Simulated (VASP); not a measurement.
All values below come from LDA (Ceperley-Alder, Perdew-Zunger), VASP's LDA PAW potentials (set 64) (plane waves; VASP).

VASP ran on this input.

### POSCAR
```
PbSe
1
    0.0000000000     3.1381150000     3.1381150000
    3.1381150000     0.0000000000     3.1381150000
    3.1381150000     3.1381150000     0.0000000000
Pb Se
1 1
Direct
  0.0000000000   0.0000000000   0.0000000000
  0.5000000000   0.5000000000   0.5000000000
```

### INCAR
```
SYSTEM = PbSe
PREC = Accurate
ENCUT = 300
EDIFF = 1E-6
NELM = 100
ALGO = Normal
LREAL = .FALSE.
LASPH = .TRUE.
ISMEAR = 0
SIGMA = 0.05
LMAXMIX = 4
LWAVE = .FALSE.
LCHARG = .FALSE.
ISIF = 2
```

**KPOINTS**
```
Automatic mesh
0
Gamma
9 9 9
0 0 0
```

POTCAR, in this order: Pb_d Se (LDA.64 set). Program: vasp_std.

The run wrote:

File OUTCAR:
```
 ion  position               nearest neighbor table
   1  0.000  0.000  0.000-   2 3.14   2 3.14   2 3.14   2 3.14   2 3.14   2 3.14
   2  0.500  0.500  0.500-   1 3.14   1 3.14   1 3.14   1 3.14   1 3.14   1 3.14
  LATTYP: Found a face centered cubic cell.
 ALAT       =     6.2762300000
 Subroutine PRICEL returns:
 Original cell was already a primitive cell.
 Subroutine GETGRP returns: Found 48 space group operations
The static configuration has the point symmetry O_h .
The dynamic configuration has the point symmetry O_h .
 Subroutine INISYM returns: Found 48 space group operations
 Subroutine IBZKPT returns following result:
 Found     35 irreducible k-points:

 Following reciprocal coordinates:
            Coordinates               Weight
  0.000000  0.000000  0.000000      1.000000
  0.111111  0.000000  0.000000      8.000000
  0.222222  0.000000  0.000000      8.000000
  0.333333  0.000000  0.000000      8.000000
  0.444444  0.000000  0.000000      8.000000
  0.111111  0.111111  0.000000      6.000000
  0.222222  0.111111  0.000000     24.000000
  0.333333  0.111111  0.000000     24.000000
  0.444444  0.111111  0.000000     24.000000
...
```

### OSZICAR
```
       N       E                     dE             d eps       ncg     rms          rms(c)
DAV:   1     0.131695360691E+03    0.13170E+03   -0.70791E+03   986   0.931E+02
DAV:   2    -0.696350468007E+00   -0.13239E+03   -0.12932E+03  1106   0.297E+02
DAV:   3    -0.952379394577E+01   -0.88274E+01   -0.88023E+01  1250   0.820E+01
DAV:   4    -0.967511000781E+01   -0.15132E+00   -0.15128E+00  1128   0.142E+01
DAV:   5    -0.968038080470E+01   -0.52708E-02   -0.52708E-02  1244   0.218E+00    0.268E+00
DAV:   6    -0.935383453683E+01    0.32655E+00   -0.93446E-01  1384   0.680E+00    0.145E+00
DAV:   7    -0.934432144903E+01    0.95131E-02   -0.10327E-01  1062   0.168E+00    0.806E-01
DAV:   8    -0.934219857048E+01    0.21229E-02   -0.11436E-02  1130   0.122E+00    0.144E-01
DAV:   9    -0.934179985684E+01    0.39871E-03   -0.24240E-03  1324   0.438E-01    0.569E-02
DAV:  10    -0.934181790349E+01   -0.18047E-04   -0.12796E-04  1088   0.805E-02    0.140E-02
DAV:  11    -0.934181740244E+01    0.50106E-06   -0.90270E-06  1202   0.385E-02
   1 F= -.93418174E+01 E0= -.93418174E+01  d E =-.159142E-17
```

File OUTCAR:
```
------------------------ aborting loop because EDIFF is reached ----------------------------------------
  FORCE on cell =-STRESS in cart. coord.  units (eV):
  Direction    XX          YY          ZZ          XY          YZ          ZX
  --------------------------------------------------------------------------------------
  Total       -2.0846071     -2.0846071     -2.0846071     -0.0000000      0.0000000      0.0000000
  in kB      -54.0378724    -54.0378724    -54.0378724     -0.0000000      0.0000000      0.0000000
  external PRESSURE =     -54.0378724 kB  Pullay stress =       0.0000000 kB
  volume of cell :       61.81
      direct lattice vectors                 reciprocal lattice vectors
     0.000000000  3.138115000  3.138115000    -0.159331318  0.159331318  0.159331318
     3.138115000  0.000000000  3.138115000     0.159331318 -0.159331318  0.159331318
     3.138115000  3.138115000  0.000000000     0.159331318  0.159331318 -0.159331318
  FREE ENERGIE OF THE ION-ELECTRON SYSTEM (eV)
  ---------------------------------------------------
  free  energy   TOTEN  =        -9.3418174024 eV

  energy  without entropy=       -9.3418174024  energy(sigma->0) =       -9.34181740
```
(Selected blocks of OUTCAR.)

At this cut-off the stress carries a Pulay error, which pulls relaxed volumes low.

The structure comes from a computed database's PbSe entry; how it stands against other phases isn't given here. The cell was not relaxed at this level.
